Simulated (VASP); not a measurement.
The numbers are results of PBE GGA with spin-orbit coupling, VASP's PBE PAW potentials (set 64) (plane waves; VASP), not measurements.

Input for VASP

KPOINTS:
```
Automatic mesh
0
Gamma
8 8 5
0 0 0
```

**INCAR**
```
SYSTEM = Hf
PREC = Accurate; ENCUT = 300; LREAL = .FALSE.
LASPH = .TRUE.
EDIFF = 1E-6; NELM = 100; ALGO = Normal
LMAXMIX = 6
ISMEAR = 0; SIGMA = 0.1
GGA = PE; GGA_COMPAT = .FALSE.
MAGMOM = 6*0.0; LSORBIT = .TRUE.; LNONCOLLINEAR = .TRUE.
ISIF = 2
LWAVE = .FALSE.; LCHARG = .FALSE.; LORBIT = 11
```

**POSCAR**
```
Hf
4.9979850
  0.3158416842  -0.5470536626   0.0000000000
  0.3158416842   0.5470536626   0.0000000000
  0.0000000000   0.0000000000   1.0000000000
Hf
2
Cartesian
  0.3158416842   0.1823515856   0.2500000000
  0.3158416842  -0.1823515856   0.7500000000
```

POTCAR, in this order: Hf_pv (PBE.64 set). Program: vasp_ncl.

Output of the run:

### OSZICAR
```
       N       E                     dE             d eps       ncg     rms          rms(c)
DAV:   1     0.578704061638E+02    0.57870E+02   -0.84649E+03  1736   0.913E+02
DAV:   2    -0.183605323843E+02   -0.76231E+02   -0.73639E+02  2052   0.263E+02
DAV:   3    -0.218360060733E+02   -0.34755E+01   -0.33591E+01  2172   0.394E+01
DAV:   4    -0.218934322229E+02   -0.57426E-01   -0.57112E-01  1996   0.533E+00
DAV:   5    -0.218946364307E+02   -0.12042E-02   -0.12031E-02  2056   0.649E-01    0.767E+01
DAV:   6    -0.213751559375E+02    0.51948E+00   -0.47944E-01  1820   0.542E+00    0.448E+01
DAV:   7    -0.211955549366E+02    0.17960E+00   -0.39980E-01  1832   0.477E+00    0.222E+01
DAV:   8    -0.211921578380E+02    0.33971E-02   -0.56937E-02  2020   0.175E+00    0.158E+00
DAV:   9    -0.211874257277E+02    0.47321E-02   -0.22141E-02  1804   0.112E+00    0.504E-01
DAV:  10    -0.211874417799E+02   -0.16052E-04   -0.72734E-04  2112   0.210E-01    0.132E-01
DAV:  11    -0.211874319088E+02    0.98711E-05   -0.15474E-05  1956   0.345E-02    0.499E-02
DAV:  12    -0.211874325341E+02   -0.62525E-06   -0.82783E-06  1852   0.233E-02
   1 F= -.21187433E+02 E0= -.21182898E+02  d E =-.906868E-02  mag=    -0.0000    -0.0000    -0.0000
```

OUTCAR:
```
------------------------ aborting loop because EDIFF is reached ----------------------------------------
  FORCE on cell =-STRESS in cart. coord.  units (eV):
  Direction    XX          YY          ZZ          XY          YZ          ZX
  --------------------------------------------------------------------------------------
  Total        1.0989712      1.0989705      1.1233017      0.0000000      0.0000000      0.0000000
  in kB       40.8115110     40.8114840     41.7150528      0.0000000      0.0000000      0.0000000
  external PRESSURE =      41.1126826 kB  Pullay stress =       0.0000000 kB
  volume of cell :       43.14
      direct lattice vectors                 reciprocal lattice vectors
     1.578572000 -2.734166000  0.000000000     0.316741967 -0.182871120  0.000000000
     1.578572000  2.734166000  0.000000000     0.316741967  0.182871120  0.000000000
     0.000000000  0.000000000  4.997985000     0.000000000  0.000000000  0.200080632
 POSITION                                       TOTAL-FORCE (eV/Angst)
 -----------------------------------------------------------------------------------
      1.57857      0.91139      1.24950         0.000000      0.000000     -0.000000
      1.57857     -0.91139      3.74849        -0.000000     -0.000000      0.000000
 -----------------------------------------------------------------------------------
    total drift:                                0.000005     -0.000000     -0.000000
  FREE ENERGIE OF THE ION-ELECTRON SYSTEM (eV)
  ---------------------------------------------------
  free  energy   TOTEN  =       -21.1874325341 eV

  energy  without entropy=      -21.1783638531  energy(sigma->0) =      -21.18289819

 total charge

# of ion       s       p       d       tot
------------------------------------------
    1        0.402   6.452   1.606   8.460
    2        0.402   6.452   1.606   8.460
--------------------------------------------------
tot          0.804  12.904   3.211  16.920

 magnetization (x)

# of ion       s       p       d       tot
------------------------------------------
    1        0.000  -0.000   0.000  -0.000
    2        0.000  -0.000   0.000  -0.000
--------------------------------------------------
tot          0.000  -0.000   0.000  -0.000

 magnetization (y)

# of ion       s       p       d       tot
------------------------------------------
    1        0.000   0.000   0.000   0.000
    2        0.000   0.000   0.000   0.000
--------------------------------------------------
tot          0.000   0.000   0.000   0.000

 magnetization (z)

# of ion       s       p       d       tot
------------------------------------------
    1        0.000   0.000   0.000   0.000
    2        0.000   0.000   0.000   0.000
--------------------------------------------------
tot          0.000   0.000   0.000   0.000

 Ion:    1  E_soc:     -1.3504731

 Ion:    2  E_soc:     -1.3504731
```
(Selected blocks of OUTCAR.)

At this cut-off the stress carries a Pulay error, which pulls relaxed volumes low.

The structure is a typed Hf crystal (P6_3/mmc). The cell was not relaxed at this level. The run is one of a series of settings (GGA_COMPAT = .FALSE., LNONCOLLINEAR = .TRUE., LSORBIT = .TRUE., MAGMOM = 0.0 0.0 0.0 0.0 0.0 0.0, program vasp_ncl against the base run), some of them coarse on purpose.
